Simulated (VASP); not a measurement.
Given:

```xyz
5
Lattice="4.0277 0.0000 0.0000 0.0000 4.0277 0.0000 0.0000 0.0000 4.0277" Properties=species:S:1:pos:R:3 pbc="T T T"
Ba     0.0000     0.0000     0.0000
Ti     2.0139     2.0139     2.0139
O      2.0139     0.0000     2.0139
O      0.0000     2.0139     2.0139
O      2.0139     2.0139     0.0000
```

These are AM05 GGA, VASP's PBE PAW potentials (set 64) (plane waves; VASP) values and carry that method's errors. Numerical set-up: 520 eV cut-off, 6×6×6 Γ-centred mesh, Gaussian smearing of 0.050 eV, potentials Ba_sv Ti_sv O.

Q: Give the stress tensor in GPa (positive for a compressed cell).

A: 
```
-4.63   0.00   0.00
 0.00  -4.63   0.00
 0.00   0.00  -4.63
```
The pressure is its mean diagonal, -4.63 GPa.

The compound is BaTiO3 in the cubic perovskite structure, the ideal cubic form; the compound distorts at low or room temperature. This cell is one point of a volume scan, at 1.03 of the reference volume.
